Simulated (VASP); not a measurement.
# ScIr2: Sc into a neighbouring Sc vacancy, part 4 of 4

How hard is this move in ScIr2: Sc into a neighbouring Sc vacancy? Both ends are relaxed first, then a band of images between them. The start is a cell from a database of measured crystal structures.

VASP 6.6.1; PBEsol; plane waves and PAW (Ir, Sc_sv).

So far. Step 3 (Relax the start): The run ended after 22 ionic steps, 0.465 eV below its first step, once the forces on the free atoms met EDIFFG = -0.05. Step 4 (Relax the end): The run ended after 18 ionic steps, 0.408 eV below its first step, once the forces on the free atoms met EDIFFG = -0.05.

## 5. Nudged elastic band

Images on a straight line between the ends relax across the path, while springs keep them spaced along it.

INCAR reads:

```
SYSTEM = Sc7Ir16
PREC = Normal
ENCUT = 280
EDIFF = 1E-05
NELM = 120
ISMEAR = 1
SIGMA = 0.15
LREAL = Auto
ALGO = Fast
GGA = PS
NBANDS = 137
LWAVE = .FALSE.
LCHARG = .FALSE.
IMAGES = 3
SPRING = -5
IBRION = 1
POTIM = 0.3
NSW = 60
EDIFFG = -0.05
ISYM = 0
ISIF = 0
```

POSCAR reads:

```
Sc7Ir16
1.0
    7.3278034656      0.0000000000      0.0000000000
    0.0000000000      7.3278034656      0.0000000000
    0.0000000000      0.0000000000      7.3278034656
Ir Sc
16 7
Direct
    0.3744161797      0.1296851219      0.3763734436
    0.8756517530      0.6237670870      0.3735139915
    0.8790799994      0.1292344895      0.8786899616
    0.3725623609      0.6223911609      0.8768822552
    0.3712413995      0.3745045467      0.1245184087
    0.8761040927      0.8768451053      0.1269128908
    0.8764813473      0.3728611710      0.6224919747
    0.3700064808      0.8788856340      0.6214579085
    0.1229748826      0.3736367514      0.3719082760
    0.6209884805      0.8783258769      0.3704493130
    0.6221126237      0.3702492280      0.8778933292
    0.1279879024      0.8762204454      0.8775428679
    0.1282085502      0.1222740098      0.1270618168
    0.6229230637      0.6209700111      0.1281204723
    0.6250987298      0.1260111624      0.6226240422
    0.1304817020      0.6209529537      0.6208515124
    0.2494681182      0.2496052954      0.7500194092
    0.2499481340      0.7498162892      0.2498887498
    0.7497465534      0.2496989895      0.2496690657
    0.5198553192      0.5197936957      0.5203127447
    0.9796845477      0.9791372675      0.5201813735
    0.9798843374      0.5202666929      0.9795516027
    0.5198177581      0.9790237790      0.9788768435
```

KPOINTS reads:

```
Automatic mesh
0
Monkhorst-Pack
3 3 3
0 0 0
```

00/POSCAR reads:

```
Sc7Ir16
1.0
    7.3278034656      0.0000000000      0.0000000000
    0.0000000000      7.3278034656      0.0000000000
    0.0000000000      0.0000000000      7.3278034656
Ir Sc
16 7
Direct
    0.3744161797      0.1296851219      0.3763734436
    0.8756517530      0.6237670870      0.3735139915
    0.8790799994      0.1292344895      0.8786899616
    0.3725623609      0.6223911609      0.8768822552
    0.3712413995      0.3745045467      0.1245184087
    0.8761040927      0.8768451053      0.1269128908
    0.8764813473      0.3728611710      0.6224919747
    0.3700064808      0.8788856340      0.6214579085
    0.1229748826      0.3736367514      0.3719082760
    0.6209884805      0.8783258769      0.3704493130
    0.6221126237      0.3702492280      0.8778933292
    0.1279879024      0.8762204454      0.8775428679
    0.1282085502      0.1222740098      0.1270618168
    0.6229230637      0.6209700111      0.1281204723
    0.6250987298      0.1260111624      0.6226240422
    0.1304817020      0.6209529537      0.6208515124
    0.2494681182      0.2496052954      0.7500194092
    0.2499481340      0.7498162892      0.2498887498
    0.7497465534      0.2496989895      0.2496690657
    0.5198553192      0.5197936957      0.5203127447
    0.9796845477      0.9791372675      0.5201813735
    0.9798843374      0.5202666929      0.9795516027
    0.5198177581      0.9790237790      0.9788768435
```

01/POSCAR reads:

```
Sc7Ir16
1.0
    7.3278034656      0.0000000000      0.0000000000
    0.0000000000      7.3278034656      0.0000000000
    0.0000000000      0.0000000000      7.3278034656
Ir Sc
16 7
Direct
    0.3734874631      0.1280834445      0.3757960026
    0.8761298372      0.6253397604      0.3734320676
    0.8787898333      0.1278944231      0.8775910349
    0.3727276119      0.6234933144      0.8770523318
    0.3719427790      0.3737776145      0.1235702931
    0.8761321491      0.8768043755      0.1258812247
    0.8771424667      0.3727560500      0.6232879067
    0.3708551134      0.8787157806      0.6229645560
    0.1223471045      0.3738344804      0.3711097022
    0.6220827517      0.8785372876      0.3701973243
    0.6237546642      0.3705841913      0.8776480640
    0.1271163715      0.8758612802      0.8770519031
    0.1275173971      0.1225927296      0.1258419523
    0.6244286693      0.6224684978      0.1261293146
    0.6260452818      0.1248031735      0.6234455417
    0.1286257190      0.6225213660      0.6221808407
    0.2547104188      0.2548318609      0.7446866535
    0.2551196702      0.7448970028      0.2546160690
    0.7448543407      0.2548293932      0.2545743796
    0.5724575532      0.5723183242      0.5723426551
    0.9849292800      0.9842940190      0.5147796343
    0.9849675642      0.5152326790      0.9843855336
    0.5150470960      0.9843745841      0.9838811225
```

02/POSCAR reads:

```
Sc7Ir16
1.0
    7.3278034656      0.0000000000      0.0000000000
    0.0000000000      7.3278034656      0.0000000000
    0.0000000000      0.0000000000      7.3278034656
Ir Sc
16 7
Direct
    0.3725587466      0.1264817672      0.3752185616
    0.8766079214      0.6269124339      0.3733501438
    0.8784996672      0.1265543566      0.8764921082
    0.3728928629      0.6245954680      0.8772224084
    0.3726441584      0.3730506824      0.1226221775
    0.8761602055      0.8767636456      0.1248495586
    0.8778035862      0.3726509290      0.6240838387
    0.3717037461      0.8785459272      0.6244712036
    0.1217193264      0.3740322093      0.3703111283
    0.6231770229      0.8787486982      0.3699453356
    0.6253967048      0.3709191547      0.8774027988
    0.1262448405      0.8755021149      0.8765609383
    0.1268262440      0.1229114495      0.1246220878
    0.6259342750      0.6239669844      0.1241381569
    0.6269918339      0.1235951846      0.6242670412
    0.1267697359      0.6240897784      0.6235101690
    0.2599527194      0.2600584264      0.7393538979
    0.2602912064      0.7399777164      0.2593433882
    0.7399621279      0.2599597969      0.2594796935
    0.6250597873      0.6248429528      0.6243725656
    0.9901740124      0.9894507704      0.5093778950
    0.9900507910      0.5101986651      0.9892194644
    0.5102764340      0.9897253892      0.9888854015
```

03/POSCAR reads:

```
Sc7Ir16
1.0
    7.3278034656      0.0000000000      0.0000000000
    0.0000000000      7.3278034656      0.0000000000
    0.0000000000      0.0000000000      7.3278034656
Ir Sc
16 7
Direct
    0.3716300300      0.1248800898      0.3746411206
    0.8770860057      0.6284851073      0.3732682200
    0.8782095010      0.1252142902      0.8753931816
    0.3730581139      0.6256976215      0.8773924850
    0.3733455378      0.3723237502      0.1216740619
    0.8761882619      0.8767229158      0.1238178924
    0.8784647056      0.3725458081      0.6248797706
    0.3725523787      0.8783760738      0.6259778511
    0.1210915483      0.3742299382      0.3695125544
    0.6242712941      0.8789601089      0.3696933469
    0.6270387453      0.3712541180      0.8771575337
    0.1253733096      0.8751429496      0.8760699735
    0.1261350908      0.1232301694      0.1234022233
    0.6274398806      0.6254654711      0.1221469992
    0.6279383860      0.1223871957      0.6250885407
    0.1249137528      0.6256581907      0.6248394973
    0.2651950201      0.2652849919      0.7340211422
    0.2654627426      0.7350584299      0.2640707074
    0.7350699152      0.2650902006      0.2643850074
    0.6776620214      0.6773675813      0.6764024760
    0.9954187448      0.9946075218      0.5039761558
    0.9951340178      0.5051646512      0.9940533952
    0.5055057720      0.9950761942      0.9938896805
```

04/POSCAR reads:

```
Sc7Ir16
1.0
    7.3278034656      0.0000000000      0.0000000000
    0.0000000000      7.3278034656      0.0000000000
    0.0000000000      0.0000000000      7.3278034656
Ir Sc
16 7
Direct
    0.3707013134      0.1232784124      0.3740636796
    0.8775640899      0.6300577807      0.3731862961
    0.8779193349      0.1238742238      0.8742942549
    0.3732233649      0.6267997750      0.8775625616
    0.3740469173      0.3715968180      0.1207259463
    0.8762163183      0.8766821860      0.1227862263
    0.8791258250      0.3724406871      0.6256757026
    0.3734010114      0.8782062204      0.6274844986
    0.1204637702      0.3744276672      0.3687139806
    0.6253655653      0.8791715196      0.3694413582
    0.6286807859      0.3715890813      0.8769122685
    0.1245017787      0.8747837844      0.8755790087
    0.1254439377      0.1235488892      0.1221823588
    0.6289454862      0.6269639577      0.1201558415
    0.6288849380      0.1211792068      0.6259100402
    0.1230577698      0.6272266030      0.6261688256
    0.2704373207      0.2705115574      0.7286883865
    0.2706342788      0.7301391435      0.2687980266
    0.7301777025      0.2702206043      0.2692903213
    0.7302642554      0.7298922098      0.7284323864
    1.0006634771      0.9997642733      0.4985744165
    1.0002172446      0.5001306373      0.9988873261
    0.5007351099      1.0004269993      0.9988939595
```

Potentials, in the order of the species: Ir and Sc_sv (PBE family, release 64).

Run with:

```bash
$ mpirun -np 3 vasp_std
```

The log of the run:

```text
[banner, memory and clock lines left out]
running    3 mpi-ranks, on    1 nodes
 each image running on    1 cores
 distrk:  each k-point on    1 cores,    1 groups
 distr:  one band on    1 cores,    1 groups

 POSCAR found type information on POSCAR IrSc
 01/POSCAR found :  2 types and      23 ions
 [... a notice as in an earlier step ...]

 LDA part: xc-table for (Slater+PW92), standard interpolation
 POSCAR found type information on POSCAR IrSc
 00/POSCAR found :  2 types and      23 ions
 POSCAR found type information on POSCAR IrSc
 04/POSCAR found :  2 types and      23 ions
 POSCAR, INCAR and KPOINTS ok, starting setup
 FFT: planning ... GRIDC
 FFT: planning ... GRID_SOFT
 FFT: planning ... GRID
 WAVECAR not read
 entering main loop
       N       E                     dE             d eps       ncg     rms          rms(c)
DAV:   1     0.237284110018E+04    0.23728E+04   -0.67685E+04  4156   0.105E+03
DAV:   2     0.472925293406E+02   -0.23255E+04   -0.22625E+04  3836   0.490E+02
DAV:   3    -0.204455468141E+03   -0.25175E+03   -0.23273E+03  6629   0.145E+02
DAV:   4    -0.230907480641E+03   -0.26452E+02   -0.24539E+02  6288   0.610E+01
DAV:   5    -0.232069326254E+03   -0.11618E+01   -0.11279E+01  6280   0.120E+01    0.561E+01
RMM:   6    -0.218412978590E+03    0.13656E+02   -0.16754E+01  3851   0.213E+01    0.250E+01
RMM:   7    -0.218489039107E+03   -0.76061E-01   -0.32627E+01  4368   0.197E+01    0.134E+01
RMM:   8    -0.216580939322E+03    0.19081E+01   -0.10541E+01  5070   0.107E+01    0.518E+00
RMM:   9    -0.216312599738E+03    0.26834E+00   -0.17281E+00  4729   0.461E+00    0.282E+00
RMM:  10    -0.216250393552E+03    0.62206E-01   -0.52406E-01  5014   0.245E+00    0.198E+00
RMM:  11    -0.216227926811E+03    0.22467E-01   -0.19022E-01  4807   0.171E+00    0.142E+00
RMM:  12    -0.216215945960E+03    0.11981E-01   -0.86535E-02  5012   0.101E+00    0.695E-01
RMM:  13    -0.216216265013E+03   -0.31905E-03   -0.35048E-02  5392   0.515E-01    0.376E-01
RMM:  14    -0.216216061936E+03    0.20308E-03   -0.89870E-03  5316   0.277E-01    0.257E-01
RMM:  15    -0.216215958370E+03    0.10357E-03   -0.33750E-03  4949   0.207E-01    0.964E-02
RMM:  16    -0.216216031817E+03   -0.73448E-04   -0.14143E-03  5407   0.925E-02    0.551E-02
RMM:  17    -0.216216056546E+03   -0.24729E-04   -0.34734E-04  4655   0.403E-02    0.331E-02
RMM:  18    -0.216216069975E+03   -0.13429E-04   -0.14274E-04  3543   0.340E-02    0.220E-02
RMM:  19    -0.216216077154E+03   -0.71792E-05   -0.48574E-05  2784   0.181E-02
   1 F= -.21621608E+03 E0= -.21621908E+03  d E =-.216216E+03
 BRION: g(F)=  0.278E+00 g(S)=  0.000E+00
 bond charge predicted
       N       E                     dE             d eps       ncg     rms          rms(c)
DAV:   1    -0.216247210817E+03   -0.31141E-01   -0.76992E+00  4568   0.103E+01    0.505E-01
RMM:   2    -0.216261504906E+03   -0.14294E-01   -0.18088E-01  4168   0.270E+00    0.549E-01
RMM:   3    -0.216269452034E+03   -0.79471E-02   -0.80914E-02  5507   0.930E-01    0.481E-01
RMM:   4    -0.216270267698E+03   -0.81566E-03   -0.13814E-02  5484   0.329E-01    0.404E-01
RMM:   5    -0.216269640235E+03    0.62746E-03   -0.23552E-03  5109   0.166E-01    0.345E-01
RMM:   6    -0.216269310322E+03    0.32991E-03   -0.48828E-03  4600   0.191E-01    0.190E-01
RMM:   7    -0.216269862467E+03   -0.55214E-03   -0.27204E-03  5268   0.145E-01    0.140E-01
RMM:   8    -0.216269422134E+03    0.44033E-03   -0.52940E-04  3883   0.913E-02    0.957E-02
RMM:   9    -0.216269143979E+03    0.27816E-03   -0.64692E-04  4245   0.695E-02    0.505E-02
RMM:  10    -0.216269100965E+03    0.43014E-04   -0.36253E-04  4574   0.565E-02    0.231E-02
RMM:  11    -0.216269103743E+03   -0.27775E-05   -0.73490E-05  3400   0.319E-02
   2 F= -.21626910E+03 E0= -.21627142E+03  d E =-.530266E-01
[... from here on, the cycles between the ionic steps are left out ...]
   3 F= -.21632460E+03 E0= -.21632528E+03  d E =-.554916E-01
   4 F= -.21634914E+03 E0= -.21634859E+03  d E =-.245462E-01
   5 F= -.21635769E+03 E0= -.21635687E+03  d E =-.854692E-02
   6 F= -.21637297E+03 E0= -.21637186E+03  d E =-.152829E-01
   7 F= -.21639577E+03 E0= -.21639441E+03  d E =-.228019E-01
   8 F= -.21640964E+03 E0= -.21640822E+03  d E =-.138677E-01
   9 F= -.21642027E+03 E0= -.21641886E+03  d E =-.106296E-01
  10 F= -.21643932E+03 E0= -.21643785E+03  d E =-.190532E-01
  11 F= -.21645048E+03 E0= -.21644895E+03  d E =-.111581E-01
  12 F= -.21645611E+03 E0= -.21645455E+03  d E =-.562935E-02
  13 F= -.21645794E+03 E0= -.21645637E+03  d E =-.182681E-02
  14 F= -.21649207E+03 E0= -.21649043E+03  d E =-.341338E-01
  15 F= -.21649247E+03 E0= -.21649084E+03  d E =-.395344E-03
  16 F= -.21649352E+03 E0= -.21649191E+03  d E =-.104976E-02
  17 F= -.21649846E+03 E0= -.21649698E+03  d E =-.494211E-02
  18 F= -.21649802E+03 E0= -.21649653E+03  d E =0.442406E-03
  19 F= -.21649924E+03 E0= -.21649778E+03  d E =-.122555E-02
  20 F= -.21650272E+03 E0= -.21650135E+03  d E =-.347288E-02
  21 F= -.21649869E+03 E0= -.21649721E+03  d E =0.402267E-02
  22 F= -.21649560E+03 E0= -.21649406E+03  d E =0.309212E-02
  23 F= -.21649674E+03 E0= -.21649521E+03  d E =-.113528E-02
  24 F= -.21650931E+03 E0= -.21650810E+03  d E =-.125767E-01
  25 F= -.21650463E+03 E0= -.21650330E+03  d E =0.468627E-02
  26 F= -.21651129E+03 E0= -.21651014E+03  d E =-.665937E-02
  27 F= -.21650642E+03 E0= -.21650515E+03  d E =0.486187E-02
  28 F= -.21650776E+03 E0= -.21650652E+03  d E =-.133273E-02
  29 F= -.21650740E+03 E0= -.21650617E+03  d E =0.357578E-03
  30 F= -.21651300E+03 E0= -.21651190E+03  d E =-.559971E-02
  31 F= -.21650517E+03 E0= -.21650386E+03  d E =0.782451E-02
  32 F= -.21650031E+03 E0= -.21649887E+03  d E =0.486614E-02
  33 F= -.21650018E+03 E0= -.21649874E+03  d E =0.129540E-03
  34 F= -.21650507E+03 E0= -.21650374E+03  d E =-.488725E-02
  35 F= -.21651595E+03 E0= -.21651489E+03  d E =-.108857E-01
  36 F= -.21649446E+03 E0= -.21649289E+03  d E =0.214919E-01
  37 F= -.21649405E+03 E0= -.21649248E+03  d E =0.410698E-03
  38 F= -.21649374E+03 E0= -.21649216E+03  d E =0.310417E-03
  39 F= -.21649550E+03 E0= -.21649396E+03  d E =-.175882E-02
  40 F= -.21650067E+03 E0= -.21649924E+03  d E =-.517722E-02
  41 F= -.21649573E+03 E0= -.21649420E+03  d E =0.494388E-02
  42 F= -.21649400E+03 E0= -.21649245E+03  d E =0.172561E-02
  43 F= -.21650310E+03 E0= -.21650171E+03  d E =-.909060E-02
  44 F= -.21649453E+03 E0= -.21649299E+03  d E =0.856866E-02
  45 F= -.21649138E+03 E0= -.21648978E+03  d E =0.314999E-02
  46 F= -.21648928E+03 E0= -.21648765E+03  d E =0.210072E-02
 BRION: g(F)=  0.229E-02 g(S)=  0.000E+00
 BRIONS problems: POTIM should be increased
 retain N=  1 mean eig=11.52
 eig:  11.517
 bond charge predicted
       N       E                     dE             d eps       ncg     rms          rms(c)
DAV:   1    -0.216464841372E+03    0.24443E-01   -0.70731E+00  4268   0.110E+01    0.324E-01
RMM:   2    -0.216477586295E+03   -0.12745E-01   -0.14131E-01  4040   0.224E+00    0.177E-01
RMM:   3    -0.216483851453E+03   -0.62652E-02   -0.62560E-02  5592   0.936E-01    0.161E-01
RMM:   4    -0.216484471281E+03   -0.61983E-03   -0.10717E-02  5365   0.309E-01    0.152E-01
RMM:   5    -0.216484359702E+03    0.11158E-03   -0.11437E-03  5234   0.111E-01    0.141E-01
RMM:   6    -0.216483771286E+03    0.58842E-03   -0.10915E-03  4135   0.106E-01    0.756E-02
RMM:   7    -0.216483865587E+03   -0.94301E-04   -0.22411E-03  4782   0.115E-01    0.728E-02
RMM:   8    -0.216483777444E+03    0.88143E-04   -0.23292E-04  3705   0.694E-02    0.477E-02
RMM:   9    -0.216483721501E+03    0.55943E-04   -0.11610E-04  3677   0.296E-02    0.281E-02
RMM:  10    -0.216483700241E+03    0.21260E-04   -0.14741E-04  3843   0.358E-02    0.559E-03
RMM:  11    -0.216483701921E+03   -0.16801E-05   -0.19036E-05  2411   0.264E-02
  47 F= -.21648370E+03 E0= -.21648196E+03  d E =0.557399E-02
 BRION: g(F)=  0.195E-02 g(S)=  0.000E+00
 BRIONS problems: POTIM should be increased
 retain N=  1 mean eig=14.89
 eig:  14.892
 reached required accuracy - stopping structural energy minimisation
```

Elapsed: 48 min, on 3 MPI ranks of Intel Xeon 6975P-C (Granite Rapids), shared host; peak memory 0.92 GiB; 2.4 h of CPU time.

Parts of OUTCAR (step 5):

```text
   NELECT =     221.0000    total number of electrons

  tangential force (eV/A)        -0.650510
  left and right image   0.861140  0.860611 A

  tangential force (eV/A)        -0.651883
  left and right image   0.858561  0.857980 A

 E-fermi :   7.0503

 k-point     1 :       0.0000    0.0000    0.0000
  band No.  band energies     occupation
    ...
    110       6.7346      2.01126
    111       6.8449      2.06570
    112       6.8505      2.06789
    113       7.0436      1.07497
    114       7.0475      1.03091
    115       7.1005      0.46682
    116       7.1142      0.34562
    117       7.1964     -0.04458
    118       7.5963     -0.00000
    119       7.6063     -0.00000
    ...

 POSITION                                       TOTAL-FORCE (eV/Angst)
 -----------------------------------------------------------------------------------
      2.70147      0.90488      2.72753         0.019389      0.025206      0.026568
      6.54429      4.66810      2.77928        -0.008615      0.016097      0.055895
      6.43344      0.93366      6.41782         0.010241      0.020467      0.011850
      2.77304      4.64963      6.54636         0.050705      0.018136     -0.004570
      2.69965      2.69550      0.86142         0.017188      0.022709      0.012691
      6.40590      6.40777      0.90176         0.006406      0.005756      0.012780
      6.54498      2.77183      4.63255        -0.002691      0.049894      0.015417
      2.76772      6.54450      4.64311         0.049945     -0.002693      0.016439
      0.84473      2.70326      2.66156         0.011573      0.021295      0.020459
      4.62330      6.54764      2.74748         0.020058      0.001774      0.053670
      4.64341      2.77034      6.52989         0.020110      0.050382      0.002628
      0.88946      6.38683      6.39049         0.016262      0.007644      0.005471
      0.92691      0.86156      0.89643         0.019485      0.004950      0.013585
      4.55427      4.54083      1.09823        -0.000435      0.002013      0.054728
      4.57093      1.07599      4.55857         0.002119      0.056330      0.002709
      1.11929      4.53327      4.53419         0.055678     -0.000308     -0.002044
      1.93693      1.93438      5.44052        -0.037250     -0.038131      0.076136
      1.93723      5.45070      1.92846        -0.034786      0.077296     -0.035642
      5.44069      1.93333      1.93121         0.074740     -0.038406     -0.041671
      4.17550      4.17892      4.16981        -0.364189     -0.370091     -0.364676
      7.23400      7.23973      3.79467         0.012706      0.015151      0.043815
      7.23254      3.79829      7.23318         0.016139      0.043985      0.013946
      3.80332      7.23879      7.22715         0.045221      0.010545      0.009818
 -----------------------------------------------------------------------------------
    total drift:                                0.024519      0.025905      0.016487

  FREE ENERGIE OF THE ION-ELECTRON SYSTEM (eV)
  ---------------------------------------------------
  free  energy   TOTEN  =      -216.4837019209 eV

  energy  without entropy=     -216.4784833143  energy(sigma->0) =     -216.48196239

  tangential force (eV/A)        -0.659969
  left and right image   0.854402  0.854190 A

[... 6 parts as in an earlier step ...]

[... 8 further parts left out ...]
```

Images along the path:

```csv
image,path (A),energy (eV),"Sc20: x, y, z (Å)"
0,0.000,0.0000,"3.809, 3.809, 3.813"
1,0.854,0.2150,"4.175, 4.179, 4.170"
2,1.709,0.7928,"4.576, 4.586, 4.575"
3,2.563,0.2150,"4.982, 4.986, 4.979"
4,3.420,0.0024,"5.351, 5.349, 5.338"
```

This step gave:

```
electronic cycles                        : 421
path length                              : 3.420 Å
barrier                                  : 0.7928 eV
barrier in the reverse direction         : 0.7904 eV
barrier from a spline through the images : 0.7927 eV
reaction energy                          : 0.002436 eV
```

What the program prints for this run, and its count of cycles, belong to image 1; the force that counts for the threshold is the band's, across the path.

## 6. What came out

| Property | Result |
| --- | --- |
| hop | Sc into a neighbouring Sc vacancy |
| barrier | 0.793 eV |
| barrier in the reverse direction | 0.790 eV |
| barrier from a spline through the images | 0.793 eV |
| reaction energy | 0.00244 eV |
| path length | 3.42 Å |

The barrier is 0.79 eV forwards and 0.79 eV backwards. With an attempt frequency of 10¹³ per second, taken as a typical value, this barrier gives about 10^0 hops a second at 300 K. Both ends are alike and an image sits at the midpoint, which is the saddle if the path is symmetric. The band met its force threshold after 47 steps. Cell and mesh are small and were not tested. The band started on a straight line, so other routes may lie lower.

[Lines on the potential files, build, host, timing and source positions are cut from VASP's logs without a mark.]

[Logs are printed without paths, hosts, clocks, repeated set-up lines and the standing remarks that a program may print on its own settings, such as how far it seeks lower states.]

[Hosts, paths, dates, database ids (printed as entryN), source tags and the programs' standing remarks are cut or masked in the printed files.]

[Runs that stopped without an error message from VASP are left out.]
